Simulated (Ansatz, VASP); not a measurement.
# Cross-check of BAs between VASP and Ansatz, part 2 of 2

Wanted: the spread between two codes on one cell, functional and k mesh. The cell is taken from a series of runs on this material, whose earlier steps may have relaxed, scaled, displaced or heated it; both programs get it as it stands.

VASP 6.6.1 and Ansatz 0.2.0.

So far: Set-up; VASP: zone-centre phonons, PBE, pair 1; Ansatz: zone-centre phonons, PBE, pair 1; Side by side.

### 5. VASP: zone-centre phonons, PBE, pair 2

Level of this step: PBE; plane waves and PAW (B, As) (VASP).

Second derivatives magnify differences that forces hide, and they need a tight electronic threshold. The cell compared in this pair holds 28.23 Å³, against 27.39 Å³ for the pair before.

INCAR

```
SYSTEM = BAs
PREC = Accurate
ENCUT = 500
EDIFF = 1E-08
NELM = 120
ISMEAR = 0
SIGMA = 0.01
LREAL = .FALSE.
ALGO = Normal
GGA = PE
NBANDS = 10
LORBIT = 11
LWAVE = .FALSE.
LCHARG = .FALSE.
ISIF = 2
IBRION = 8
LASPH = .TRUE.
GGA_COMPAT = .FALSE.
EFERMI = MIDGAP
KPAR = 2
```

POSCAR

```
BAs
1.0
    0.0000000000      2.4166079034      2.4166079034
    2.4166079034      0.0000000000      2.4166079034
    2.4166079034      2.4166079034      0.0000000000
B As
1 1
Direct
    0.0000000000      0.0000000000      0.0000000000
    0.2500000000      0.2500000000      0.2500000000
```

KPOINTS

```
Automatic mesh
0
Gamma
10 10 10
0 0 0
```

Potentials, in the order of the species: B and As (PBE family, release 64).

Launch:

```bash
$ mpirun -np 2 vasp_std
```

Numbers of over 12 decimals in the logs are rounded to 6 here.

Log:

```text
[... set-up lines as in an earlier step ...]
 entering main loop
       N       E                     dE             d eps       ncg     rms          rms(c)
DAV:   1     0.116038614757E+02    0.11604E+02   -0.37367E+03   940   0.686E+02
DAV:   2    -0.113916079845E+02   -0.22995E+02   -0.21958E+02  1348   0.103E+02
DAV:   3    -0.119838433400E+02   -0.59224E+00   -0.59124E+00  1136   0.168E+01
DAV:   4    -0.119855627220E+02   -0.17194E-02   -0.17192E-02  1154   0.995E-01
[...]
DAV:  13    -0.114122607539E+02   -0.47436E-07   -0.85642E-08  1158   0.203E-03    0.108E-03
DAV:  14    -0.114122608721E+02   -0.11824E-06   -0.16706E-08  1010   0.893E-04    0.106E-04
DAV:  15    -0.114122608771E+02   -0.49764E-08   -0.39218E-10   602   0.157E-04
   1 F= -.11412261E+02 E0= -.11412261E+02  d E =0.000000E+00
 Linear response reoptimize wavefunctions to high precision
DAV:   1    -0.114122608678E+02    0.92770E-08   -0.10550E-10   646   0.590E-05
DAV:   2    -0.114122608678E+02    0.80718E-11   -0.43046E-12   568   0.148E-05
 Linear response DOF=           2
 Linear response progress:
[...]
RMM:   9    -0.399783083487E-01    0.33143E-07    0.23855E-08  6068   0.423E-05    0.473E-06
RMM:  10    -0.399783158743E-01   -0.75256E-08    0.21574E-09  5952   0.220E-05    0.806E-07
 first order change of Fermi-energy  -0.24281E+01
 force on displaced ion       1 direction 1 : -15.684  -0.000  -0.000
 Linear response progress:
  Degree of freedom:   2/  2
       N       E                     dE             d eps       ncg     rms          rms(c)
RMM:   1    -0.390136914317E-01   -0.39014E-01    0.33880E-02  8199   0.114E+00
RMM:   2    -0.369033489710E-01    0.21103E-02   -0.25286E-04  5436   0.212E-01    0.929E-02
RMM:   3    -0.368197830247E-01    0.83566E-04    0.11102E-04  5788   0.296E-02    0.553E-02
RMM:   4    -0.368179624293E-01    0.18206E-05    0.94883E-05  5656   0.367E-02    0.361E-03
RMM:   5    -0.368291772451E-01   -0.11215E-04    0.13392E-05  5920   0.384E-03    0.852E-04
RMM:   6    -0.368280728298E-01    0.11044E-05    0.96078E-07  5839   0.103E-03    0.238E-04
RMM:   7    -0.368256720321E-01    0.24008E-05    0.43587E-07  5952   0.413E-04    0.339E-05
RMM:   8    -0.368256757882E-01   -0.37561E-08    0.66132E-08  6131   0.523E-05    0.242E-05
 first order change of Fermi-energy   0.24284E+01
 force on displaced ion       2 direction 1 : -15.689  -0.000  -0.000
 Linear response finished
```

From OUTCAR (step 5):

```text
  Total       -0.2357651     -0.2357651     -0.2357651      0.0000000      0.0000000     -0.0000000
  in kB      -13.3826325    -13.3826325    -13.3826325      0.0000000      0.0000000     -0.0000000
  external PRESSURE =     -13.3826325 kB  Pullay stress =       0.0000000 kB

 POSITION                                       TOTAL-FORCE (eV/Angst)
 -----------------------------------------------------------------------------------
      0.00000      0.00000      0.00000         0.000000      0.000000      0.000000
      1.20830      1.20830      1.20830        -0.000000     -0.000000     -0.000000
 -----------------------------------------------------------------------------------
    total drift:                               -0.000000     -0.000000     -0.000000

[... 1 part as in an earlier step ...]

[... 1 further part left out ...]
```

### 6. Ansatz: zone-centre phonons, PBE, pair 2

The same cell, functional and mesh now go to Ansatz, which takes its cutoff from its data sets.

The cell is taken from a series of runs on this material, whose earlier steps may have relaxed, scaled, displaced or heated it; both programs get it as it stands.

input.yaml

```yaml
crystal:
  lattice:
    - [0.0, 2.4166079034, 2.4166079034]
    - [2.4166079034, 0.0, 2.4166079034]
    - [2.4166079034, 2.4166079034, 0.0]
  atoms:
    - { symbol: B, position: [0.0, 0.0, 0.0] }
    - { symbol: As, position: [0.25, 0.25, 0.25] }
kpoints:
  mp_grid: { grid: [10, 10, 10] }
hamiltonian:
  xc: pbe
scf:
  occupations: { method: fixed }
output:
  eigenvalues: true
phonons:
  method: dfpt
```

Launch:

```bash
$ ansatz run input.yaml --threads 4 --pin off --max-ram 15360MiB --backend cpu --events-out ev --progress --plain --runs-dir out
```

Log:

```text
[...]
Crystal: 2 atoms, lattice volume = 28.226 Å³
Basis set: ecut = 420 eV, 537 PW (Γ), exchange–correlation on 48×48×48 points (8 copies of the dense FFT grid, shifted against one another)
Bands: 13, of which v1, the nominal top of the filled ones, is band 9 counted from 1 (8 counted from 0)
Symmetry: 24 space group operations
k-points: 102 of 1000 (irreducible under 8 space group operations, time reversal used)
[...]
k-point 1: bands = [... 5 lower, -4.3553, 9.1983, 10.2849, 10.2849, 13.8754, 14.1942, 14.1942, 15.7702]
  k-point 2: bands = [... 5 lower, -3.8871, 6.8918, 9.7308, 9.7308, 13.6076, 14.8937, 14.8937, 17.4706]
  k-point 101: bands = [... 5 lower, -0.3853, 2.6275, 5.4255, 5.6742, 15.0856, 15.3371, 18.1973, 18.3504]
[...]
ASR residual: 1.066e-4 → 0.000e0 eV/Å²; symmetrization residual: 8.068e-7 eV/Å²
  ASR residual per site (eV/Å²): 1.07e-4 7.67e-5
  Γ frequencies (cm⁻¹): 0.00 0.00 0.00 667.32 667.32 667.32
[...]
[key lines of the parts left out:]
SCF converged after 7 iterations
Free energy (F): -5012.102478 eV
Fermi energy:    10.573888 eV
```

### 7. Side by side

What differs besides the data sets and the points named for the pairs above, as far as they apply: the data sets hold 18 valence electrons in Ansatz (on its default PAW (the set named soft_2) files) and 8 in VASP. Total energies have different zeros and are not compared.

Compared:

```csv
quantity,Ansatz,VASP,difference
optical mode 1 to 3 (cm⁻¹),667.3,671.9,-0.68 %
```

Modes are paired by rising frequency, not by their patterns, so a pair may set unlike modes beside each other; they are those without the splitting of longitudinal modes.

### 8. What came out

| Property | Result |
| --- | --- |
| r.m.s. difference of the optical zone-centre modes, each program's sorted by frequency (zone-centre phonons, PBE, pair 1) | 4.8 cm⁻¹ |
| difference in optical mode 1 to 3 (zone-centre phonons, PBE, pair 1) | -0.7 % |
| r.m.s. difference of the optical zone-centre modes, each program's sorted by frequency (zone-centre phonons, PBE, pair 2) | 4.6 cm⁻¹ |
| difference in optical mode 1 to 3 (zone-centre phonons, PBE, pair 2) | -0.7 % |

The r.m.s. difference of the optical zone-centre modes, each program's sorted by frequency is 4.8 cm⁻¹ (zone-centre phonons, PBE, pair 1). The data sets hold unlike numbers of valence electrons (18 in Ansatz and 8 in VASP), so part of the differences comes from the potentials. Among the rows given in per cent, the largest difference of the zone-centre phonons, PBE, pair 1 pair is in optical mode 1 to 3, -0.7 %. Among the rows given in per cent, the largest difference of the zone-centre phonons, PBE, pair 2 pair is in optical mode 1 to 3, -0.7 %. Such differences can come from data sets, numerical settings and the points named under the comparisons, not from the functional's error against experiment.

[Lines on the potential files, build, host, timing and source positions are cut from VASP's logs without a mark.]

[Logs are printed without paths, hosts, clocks, repeated set-up lines and the standing remarks that a program may print on its own settings, such as how far it seeks lower states.]

[Hosts, paths, dates, database ids (printed as entryN), source tags and the programs' standing remarks are cut or masked in the printed files.]
